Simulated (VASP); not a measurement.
Output of a VASP run:

OSZICAR:
```
       N       E                     dE             d eps       ncg     rms          rms(c)
DAV:   1     0.460741619413E+02    0.46074E+02   -0.83991E+03  3342   0.137E+03
DAV:   2    -0.607485346254E+01   -0.52149E+02   -0.50369E+02  3312   0.546E+02
DAV:   3    -0.835629408521E+01   -0.22814E+01   -0.21801E+01  3554   0.619E+01
DAV:   4    -0.842818864208E+01   -0.71895E-01   -0.68404E-01  3369   0.785E+00
DAV:   5    -0.843073114394E+01   -0.25425E-02   -0.25247E-02  3396   0.178E+00    0.290E+01
DAV:   6    -0.844629301190E+01   -0.15562E-01   -0.24992E-02  3311   0.369E+00    0.172E+01
DAV:   7    -0.847033243845E+01   -0.24039E-01   -0.41320E-02  3164   0.454E+00    0.490E-01
DAV:   8    -0.847022936186E+01    0.10308E-03   -0.22850E-03  3076   0.614E-01    0.145E-01
DAV:   9    -0.847022303920E+01    0.63227E-05   -0.18668E-04  3319   0.198E-01    0.257E-02
DAV:  10    -0.847021782020E+01    0.52190E-05   -0.15018E-05  3339   0.477E-02    0.222E-02
DAV:  11    -0.847021808064E+01   -0.26044E-06   -0.60601E-07  3045   0.104E-02    0.245E-03
DAV:  12    -0.847021819643E+01   -0.11580E-06   -0.27842E-08  1763   0.344E-03    0.146E-03
DAV:  13    -0.847021818961E+01    0.68244E-08   -0.11857E-08  1673   0.529E-03
   1 F= -.39180502E+01 E0= -.39177718E+01  d E =-.391805E+01
```

OUTCAR:
```
------------------------ aborting loop because EDIFF is reached ----------------------------------------
  FORCE on cell =-STRESS in cart. coord.  units (eV):
  Direction    XX          YY          ZZ          XY          YZ          ZX
  --------------------------------------------------------------------------------------
  Total        4.5632615      4.5632593      4.5624339      0.0000000      0.0000000      0.0000000
  in kB      150.3655447    150.3654717    150.3382750      0.0000000      0.0000000      0.0000000
  external PRESSURE =       0.3564305 kB  Pullay stress =     150.0000000 kB
  volume of cell :       48.62
      direct lattice vectors                 reciprocal lattice vectors
     1.647925655 -2.854290269  0.000000000     0.303411746 -0.175174896  0.000000000
     1.647925655  2.854290269  0.000000000     0.303411746  0.175174896  0.000000000
     0.000000000  0.000000000  5.168587308     0.000000000  0.000000000  0.193476465
 POSITION                                       TOTAL-FORCE (eV/Angst)
 -----------------------------------------------------------------------------------
      1.64793      0.95143      1.29215         0.000000     -0.000000      0.000000
      1.64793     -0.95143      3.87644        -0.000000      0.000000      0.000000
 -----------------------------------------------------------------------------------
    total drift:                               -0.000000      0.000070     -0.000011
  FREE ENERGIE OF THE ION-ELECTRON SYSTEM (eV)
  ---------------------------------------------------
  free  energy   TOTEN  =        -8.4702181896 eV

  energy  without entropy=       -8.4693830434  energy(sigma->0) =       -8.46993981
  enthalpy is  TOTEN    =        -3.9180501955 eV   P V=        4.5521679941

 reached required accuracy - stopping structural energy minimisation
```
(Selected blocks of OUTCAR.)

File POSCAR:
```
Er
1
    1.6479256551    -2.8542902694    -0.0000000000
    1.6479256551     2.8542902694     0.0000000000
    0.0000000000     0.0000000000     5.1685873075
Er
2
Direct
  0.3333330000   0.6666670000   0.2500000000
  0.6666670000   0.3333330000   0.7500000000
```

Task: Write an INCAR and KPOINTS that could have produced this output.

Result: Several could match; the one computed here: the input of the run itself, PBE GGA, plane waves, VASP's PBE PAW potentials (set 64).

**KPOINTS**
```
Automatic mesh
0
Gamma
12 12 6
0 0 0
```

INCAR:
```
! general
SYSTEM   =  Er
PREC     =  Accurate
ENCUT    =  480
LREAL    =  .FALSE.
LASPH    =  .TRUE.

! electronic loop
EDIFF    =  1E-7
NELM     =  100
ALGO     =  Normal
LMAXMIX  =  6

! smearing
ISMEAR   =  1
SIGMA    =  0.1

! functional
GGA      =  PE

! ions
IBRION   =  2
NSW      =  40
ISIF     =  3
EDIFFG   =  -0.01
PSTRESS  =  150

! output
LWAVE    =  .FALSE.
LCHARG   =  .FALSE.
```

POTCAR, in this order: Er_3 (PBE.64 set). Program: vasp_std.

The 4f electrons are frozen in the core of the lanthanide potential, so 4f levels, which can set the real gap, and their magnetism are missing.

The compound is Er in the hcp structure. It was relaxed first under an external pressure of 15 GPa.
